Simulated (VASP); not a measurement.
Calculation: PBEsol GGA, VASP's PBE PAW potentials (set 64) (plane waves; VASP).

VASP ran on this input.

POSCAR:
```
HfC
1
    0.0000000000     2.3171400000     2.3171400000
    2.3171400000     0.0000000000     2.3171400000
    2.3171400000     2.3171400000     0.0000000000
Hf C
1 1
Direct
  0.0089030000  -0.0236650000   0.0027300000
  0.4910970000   0.5236650000   0.4972700000
```

KPOINTS_OPT:
```
k-points along high-symmetry lines
8
Line-mode
Reciprocal
  0.000000   0.000000   0.000000 ! GAMMA
  0.000000   0.000000   0.500000 ! X

 -0.500000  -0.500000  -0.500000 ! Y
  0.000000   0.000000   0.000000 ! GAMMA

  0.000000   0.000000   0.000000 ! GAMMA
  0.500000   0.000000   0.000000 ! Z

  0.000000  -0.500000   0.000000 ! R
  0.000000   0.000000   0.000000 ! GAMMA

  0.000000   0.000000   0.000000 ! GAMMA
  0.000000  -0.500000  -0.500000 ! T

  0.500000   0.000000   0.500000 ! U
  0.000000   0.000000   0.000000 ! GAMMA

  0.000000   0.000000   0.000000 ! GAMMA
 -0.500000  -0.500000   0.000000 ! V
```

**INCAR**
```
# general
SYSTEM  = HfC
PREC    = Accurate
ENCUT   = 400   # plane-wave cut-off (eV)
LREAL   = F
LASPH   = T   # aspherical one-centre terms

# electronic loop
EDIFF   = 1E-6   # SCF stop (eV)
NELM    = 100   # most electronic steps
ALGO    = Normal
LMAXMIX = 6

# smearing
ISMEAR  = 0   # Gaussian
SIGMA   = 0.2

# functional
GGA     = PS

# ions
ISIF    = 2   # forces and stress, cell fixed

# output
LWAVE   = F
LCHARG  = F
```

### KPOINTS
```
Automatic mesh
0
Gamma
7 7 7
0 0 0
```

POTCAR, in this order: Hf_pv C (PBE.64 set). Program: vasp_std.

What VASP printed:

OSZICAR:
```
       N       E                     dE             d eps       ncg     rms          rms(c)
DAV:   1     0.161023697424E+02    0.16102E+02   -0.67508E+03  3824   0.991E+02
DAV:   2    -0.236026984429E+02   -0.39705E+02   -0.37629E+02  4818   0.191E+02
DAV:   3    -0.250364609506E+02   -0.14338E+01   -0.14109E+01  4849   0.287E+01
DAV:   4    -0.250488821428E+02   -0.12421E-01   -0.12415E-01  4529   0.283E+00
DAV:   5    -0.250490482411E+02   -0.16610E-03   -0.16608E-03  5040   0.255E-01    0.597E+01
DAV:   6    -0.222110768406E+02    0.28380E+01   -0.17536E+01  4210   0.218E+01    0.417E+01
DAV:   7    -0.221418599718E+02    0.69217E-01   -0.57493E-01  4485   0.589E+00    0.237E+01
DAV:   8    -0.221306083686E+02    0.11252E-01   -0.48713E-02  4442   0.209E+00    0.476E+00
DAV:   9    -0.221260160213E+02    0.45923E-02   -0.21528E-02  4333   0.894E-01    0.186E+00
DAV:  10    -0.221257468007E+02    0.26922E-03   -0.97747E-04  4503   0.257E-01    0.330E-01
DAV:  11    -0.221257431796E+02    0.36210E-05   -0.11520E-04  4389   0.832E-02    0.320E-02
DAV:  12    -0.221257416930E+02    0.14866E-05   -0.50960E-06  4430   0.190E-02    0.502E-02
DAV:  13    -0.221257414140E+02    0.27904E-06   -0.23102E-07  2294   0.516E-03
   1 F= -.22125741E+02 E0= -.22123488E+02  d E =-.450780E-02
       N       E                     dE             ncg
```

OUTCAR:
```
------------------------ aborting loop because EDIFF is reached ----------------------------------------
  FORCE on cell =-STRESS in cart. coord.  units (eV):
  Direction    XX          YY          ZZ          XY          YZ          ZX
  --------------------------------------------------------------------------------------
  Total       -0.4570276     -0.7635833     -0.6773565      0.1076370      0.0733243     -0.1353893
  in kB      -29.4283713    -49.1677314    -43.6155188      6.9308311      4.7214078     -8.7178231
  external PRESSURE =     -40.7372072 kB  Pullay stress =       0.0000000 kB
  volume of cell :       24.88
      direct lattice vectors                 reciprocal lattice vectors
     0.000000000  2.317140000  2.317140000    -0.215783250  0.215783250  0.215783250
     2.317140000  0.000000000  2.317140000     0.215783250 -0.215783250  0.215783250
     2.317140000  2.317140000  0.000000000     0.215783250  0.215783250 -0.215783250
 POSITION                                       TOTAL-FORCE (eV/Angst)
 -----------------------------------------------------------------------------------
      2.26863      0.02696      2.28293         0.705647     -0.384295      0.492454
      2.36565      2.29018      2.35135        -0.705647      0.384295     -0.492454
 -----------------------------------------------------------------------------------
    total drift:                               -0.000066      0.000062     -0.000082
  FREE ENERGIE OF THE ION-ELECTRON SYSTEM (eV)
  ---------------------------------------------------
  free  energy   TOTEN  =       -22.1257414140 eV

  energy  without entropy=      -22.1212336164  energy(sigma->0) =      -22.12348752
```
(Selected blocks of OUTCAR.)

At this cut-off the stress carries a Pulay error, which pulls relaxed volumes low.

The structure comes from a computed database's HfC entry; how it stands against other phases isn't given here. The cell was not relaxed at this level, atoms are displaced from their ideal sites. The k-mesh is coarse (spacing up to 0.34 per Å, 2π included), so the numbers may not be converged in it. The run is one of a series of settings (KPOINTS 7×7×7 Γ-centred mesh against the base run), some of them coarse on purpose.
